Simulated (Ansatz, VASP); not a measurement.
TaTe in VASP and in Ansatz

File INCAR:

```
PREC     = Accurate       # precision mode
ENCUT    = 600            # plane-wave cutoff, eV
EDIFF    = 1E-6           # SCF threshold, eV
ISMEAR   = 0              # smearing method
SIGMA    = 0.1            # smearing width, eV
LREAL    = F              # projectors in reciprocal space
LASPH    = T              # aspherical terms in the spheres
NELM     = 100            # most SCF steps
ALGO     = Fast           # electronic algorithm
ISIF     = 3              # what is computed and relaxed
LWAVE    = F              # write WAVECAR
LCHARG   = F              # write CHGCAR
GGA      = PE             # functional
IBRION   = 2              # ionic algorithm
NSW      = 100            # ionic steps
EDIFFG   = -0.01          # ionic threshold
```

KPOINTS

```
Automatic mesh
0
Gamma
  16 16 16
```

The input POSCAR:

```
TaTe
1.0
    3.4196885943      0.0000000000      0.0000000000
    0.0000000000      3.4196885943      0.0000000000
    0.0000000000      0.0000000000      3.4196885943
Ta Te
1 1
Direct
    0.5000000000      0.5000000000      0.5000000000
    0.0000000000      0.0000000000      0.0000000000
```

Input for Ansatz:

```yaml
crystal:
  lattice:
    - [3.4196885943, 0.0, 0.0]
    - [0.0, 3.4196885943, 0.0]
    - [0.0, 0.0, 3.4196885943]
  atoms:
    - { symbol: Ta, position: [0.5, 0.5, 0.5] }
    - { symbol: Te, position: [0.0, 0.0, 0.0] }
basis:
  ecutwfc: 420
kpoints:
  mp_grid: { grid: [16, 16, 16] }
hamiltonian:
  xc: pbe
scf:
  occupations: { method: gaussian, width: 0.1 }
output:
  forces: true
  stress: true
  eigenvalues: true
relax:
  adjacent_minimum: "off"
  f_tol: 0.01
  max_steps: 80
  cell: { stress_tol: 0.05 }
```

Alike in both runs: task relaxation of cell and atoms; functional PBE; k mesh 16 × 16 × 16; occupations gaussian, width 0.1 eV; no spin polarisation.

|  | VASP | Ansatz |
| --- | --- | --- |
| version | VASP 6.6.1 | Ansatz 0.2.0 |
| potentials or method | VASP PAW PBE potentials, release 64 (Ta_pv, Te) | scalar-relativistic, plane waves, PAW |
| plane-wave cutoff (eV) | 600 | 420 |
| valence electrons in the cell | 17 | 29 |

```tsv
	VASP	Ansatz	Ansatz less VASP
gap on the k mesh at the Fermi level, each at its own relaxed structure (eV)	none	none	-
relaxed volume (Å³/atom)	20.01	20.00	-0.004
relaxed cell length with the largest relative difference (Å)	3.420	3.420	-0.0002
```

A gap of «none» marks a metal or a gap that the smearing closes. The two sets of potentials don't hold the same shells in valence.

Spin-orbit coupling is left out, which matters for the levels of Ta, Te.
